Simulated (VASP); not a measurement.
Method: PBE GGA, VASP's PBE PAW potentials (set 64) (plane waves; VASP 6.6.1).

VASP input:

### KPOINTS
```
Automatic mesh
0
Gamma
2 2 2
0 0 0
```

INCAR:
```
# general
SYSTEM   =  CdTe
PREC     =  Accurate
ENCUT    =  300
LREAL    =  .FALSE.
LASPH    =  .TRUE.

# electronic loop
EDIFF    =  1E-6
NELM     =  100
ALGO     =  Normal
LMAXMIX  =  4

# smearing
ISMEAR   =  -1
SIGMA    =  0.05

# functional
GGA      =  PE

# ions
ISIF     =  2

# output
LWAVE    =  .FALSE.
LCHARG   =  .FALSE.
```

### POSCAR
```
CdTe
1
    0.0000000000     3.2400000000     3.2400000000
    3.2400000000     0.0000000000     3.2400000000
    3.2400000000     3.2400000000     0.0000000000
Cd Te
1 1
Direct
  0.0000000000   0.0000000000   0.0000000000
  0.2500000000   0.2500000000   0.2500000000
```

POTCAR, in this order: Cd Te (PBE.64 set). Program: vasp_std.

Output

File OUTCAR:
```
 ion  position               nearest neighbor table
   1  0.000  0.000  0.000-   2 2.81   2 2.81   2 2.81   2 2.81
   2  0.250  0.250  0.250-   1 2.81   1 2.81   1 2.81   1 2.81
  LATTYP: Found a face centered cubic cell.
 ALAT       =     6.4800000000
 Subroutine PRICEL returns:
 Original cell was already a primitive cell.
 Subroutine GETGRP returns: Found 24 space group operations
The static configuration has the point symmetry T_d .
The dynamic configuration has the point symmetry T_d .
 Subroutine INISYM returns: Found 24 space group operations
 Subroutine IBZKPT returns following result:
 Found      3 irreducible k-points:

 Following reciprocal coordinates:
            Coordinates               Weight
  0.000000  0.000000  0.000000      1.000000
  0.500000  0.000000  0.000000      4.000000
  0.500000  0.500000  0.000000      3.000000
   k-points           NKPTS =      3   k-points in BZ     NKDIM =      3   number of bands    NBANDS=     13
   number of dos      NEDOS =    301   number of ions     NIONS =      2
   total plane-waves  NPLWV =  21952
   dimension x,y,z NGX =    28 NGY =   28 NGZ =   28
   dimension x,y,z NGXF=    56 NGYF=   56 NGZF=   56
   ions per type =               1   1
   PREC   = accura    normal or accurate (medium, high low for compatibility)
   ISTART =      0    job   : 0-new  1-cont  2-samecut
   ICHARG =      2    charge: 1-file 2-atom 10-const
   ISPIN  =      1    spin polarized calculation?
   LNONCOLLINEAR =      F non collinear calculations
   LSORBIT =      F    spin-orbit coupling
   INIWAV =      1    electr: 0-lowe 1-rand  2-diag
   ENCUT  =  300.0 eV  22.05 Ry    4.70 a.u.   6.47  6.47  6.47*2*pi/ulx,y,z
   NELM   =    100;   NELMIN=  2; NELMDL= -5     # of ELM steps
   EDIFF  = 0.1E-05   stopping-criterion for ELM
   LREAL  =      F    real-space projection
   NLSPLINE    = F    spline interpolate recip. space projectors
   LMAXMIX     =    4 max onsite mixed and CHGCAR
   VOSKOWN=      0    Vosko Wilk Nusair interpolation
   EDIFFG = 0.1E-04   stopping-criterion for IOM
   NSW    =      0    number of steps for IOM
   NBLOCK =      1;   KBLOCK =      1    inner block; outer block
   IBRION =     -1    ionic relax: 0-MD 1-quasi-New 2-CG
   NFREE  =      0    steps in history (QN), initial steepest desc. (CG)
   ISIF   =      2    stress and relaxation
   ISYM   =      2    0-nonsym 1-usesym 2-fastsym
   TEIN   =    0.0    initial temperature
   TEBEG  =    0.0;   TEEND  =   0.0 temperature during run
   SMASS  =  -3.00    Nose mass-parameter (am)
   PSTRESS=    0.0 pullay stress
   NELECT =      18.0000    total number of electrons
   EFERMI =   0.00;   METHOD = LEGACY
   ISMEAR =    -1;   SIGMA  =   0.05  broadening in eV -4-tet -1-fermi 0-gaus
   IALGO  =     38    algorithm
   LDIAG  =      T    sub-space diagonalisation (order eigenvalues)
   IMIX   =      4    mixing-type and parameters
     AMIX     =   0.40;   BMIX     =  1.00
     AMIX_MAG =   1.60;   BMIX_MAG =  1.00
     AMIN     =   0.10
   GGA     = PE    functional components
   VOSKOWN =     0    Vosko Wilk Nusair interpolation
   LHFCALC =     F    Hartree Fock is set to
   LHFONE  =     F    Hartree Fock one center treatment
   AEXX    =    0.0000 exact exchange contribution
   IVDW    =     0    specifies the selected vdW correction
   LEPSILON=     F    determine dielectric tensor
   LRPA    =     F    only Hartree local field effects (RPA)
  energy-cutoff  :      300.00
  volume of cell :       68.02
      direct lattice vectors                 reciprocal lattice vectors
     0.000000000  3.240000000  3.240000000    -0.154320988  0.154320988  0.154320988
     3.240000000  0.000000000  3.240000000     0.154320988 -0.154320988  0.154320988
     3.240000000  3.240000000  0.000000000     0.154320988  0.154320988 -0.154320988
 k-point     1 :   0.0000 0.0000 0.0000  plane waves:     821
 k-point     2 :   0.5000 0.0000 0.0000  plane waves:     796
...
```

**OSZICAR**
```
       N       E                     dE             d eps       ncg     rms          rms(c)
DAV:   1     0.775045535417E+02    0.77505E+02   -0.64342E+03    78   0.770E+02
DAV:   2    -0.110110593962E+01   -0.78606E+02   -0.75032E+02    88   0.223E+02
DAV:   3    -0.389390321384E+01   -0.27928E+01   -0.27706E+01    98   0.430E+01
DAV:   4    -0.392038065423E+01   -0.26477E-01   -0.26472E-01   109   0.376E+00
DAV:   5    -0.392055959644E+01   -0.17894E-03   -0.17894E-03    93   0.195E-01    0.643E+00
DAV:   6    -0.352873169844E+01    0.39183E+00   -0.71819E-01    83   0.979E+00    0.519E+00
DAV:   7    -0.349012550370E+01    0.38606E-01   -0.27988E-01    83   0.346E+00    0.214E+00
DAV:   8    -0.349504810025E+01   -0.49226E-02   -0.21018E-02    78   0.180E+00    0.611E-01
DAV:   9    -0.349658191085E+01   -0.15338E-02   -0.24249E-03    78   0.591E-01    0.103E-01
DAV:  10    -0.349677752975E+01   -0.19562E-03   -0.28422E-04    93   0.198E-01    0.566E-02
DAV:  11    -0.349689121787E+01   -0.11369E-03   -0.12477E-04    88   0.850E-02    0.165E-02
DAV:  12    -0.349689315209E+01   -0.19342E-05   -0.45466E-06    98   0.245E-02    0.109E-02
DAV:  13    -0.349689406714E+01   -0.91505E-06   -0.32121E-06    88   0.108E-02
   1 F= -.34968941E+01 E0= -.34966330E+01  d E =-.522055E-03
```

OUTCAR:
```
------------------------ aborting loop because EDIFF is reached ----------------------------------------
  FORCE on cell =-STRESS in cart. coord.  units (eV):
  Direction    XX          YY          ZZ          XY          YZ          ZX
  --------------------------------------------------------------------------------------
  Total        2.7148166      2.7148166      2.7148166     -0.0000000     -0.0000000     -0.0000000
  in kB       63.9419753     63.9419753     63.9419753     -0.0000000     -0.0000000     -0.0000000
  external PRESSURE =      63.9419753 kB  Pullay stress =       0.0000000 kB
  volume of cell :       68.02
      direct lattice vectors                 reciprocal lattice vectors
     0.000000000  3.240000000  3.240000000    -0.154320988  0.154320988  0.154320988
     3.240000000  0.000000000  3.240000000     0.154320988 -0.154320988  0.154320988
     3.240000000  3.240000000  0.000000000     0.154320988  0.154320988 -0.154320988
  FREE ENERGIE OF THE ION-ELECTRON SYSTEM (eV)
  ---------------------------------------------------
  free  energy   TOTEN  =        -3.4968940671 eV

  energy  without entropy=       -3.4963720122  energy(sigma->0) =       -3.49663304
```
(Selected blocks of OUTCAR.)

**OUTCAR**
```
 val. band max:        2.6302007959   @ k =   0.0000   0.0000   0.0000

 cond. band min:       3.2722692189   @ k =   0.0000   0.0000   0.0000


 Fermi energy:         2.9787472727

 k-point     1 :       0.0000    0.0000    0.0000
  band No.  band energies     occupation
      1      -8.4976      2.00000
      2      -5.9717      2.00000
      3      -5.9717      2.00000
      4      -5.9717      2.00000
      5      -5.7345      2.00000
      6      -5.7345      2.00000
      7       2.6302      1.99812
      8       2.6302      1.99812
      9       2.6302      1.99812
     10       3.2723      0.00563
     11       7.0293      0.00000
     12       7.0293      0.00000
     13       7.0293      0.00000

 k-point     2 :       0.5000    0.0000    0.0000
  band No.  band energies     occupation
      1      -8.1105      2.00000
      2      -5.9125      2.00000
      3      -5.9125      2.00000
      4      -5.7244      2.00000
      5      -5.7244      2.00000
      6      -5.3243      2.00000
      7      -1.9206      2.00000
      8       1.8262      2.00000
      9       1.8262      2.00000
     10       4.3004      0.00000
     11       7.6367      0.00000
     12       7.6367      0.00000
     13       9.6412      0.00000

 k-point     3 :       0.5000    0.5000    0.0000
  band No.  band energies     occupation
      1      -7.9972      2.00000
      2      -5.8315      2.00000
      3      -5.8159      2.00000
      4      -5.8159      2.00000
      5      -5.7047      2.00000
      6      -5.1596      2.00000
      7      -1.8270      2.00000
      8       0.7089      2.00000
      9       0.7089      2.00000
     10       5.0797      0.00000
     11       5.1660      0.00000
     12      11.5116      0.00000
     13      11.6309      0.00000
```

At this cut-off the stress carries a Pulay error, which pulls relaxed volumes low.  Unless said otherwise, spin-orbit coupling is left out, though it shifts the bands of the heavy elements here.

The structure is a typed CdTe crystal (F-43m). The cell was not relaxed at this level. The k-mesh is coarse (spacing up to 0.84 per Å, 2π included), so the numbers may not be converged in it. The run is one of a series of settings (KPOINTS 2×2×2 Γ-centred mesh against the base run), some of them coarse on purpose.
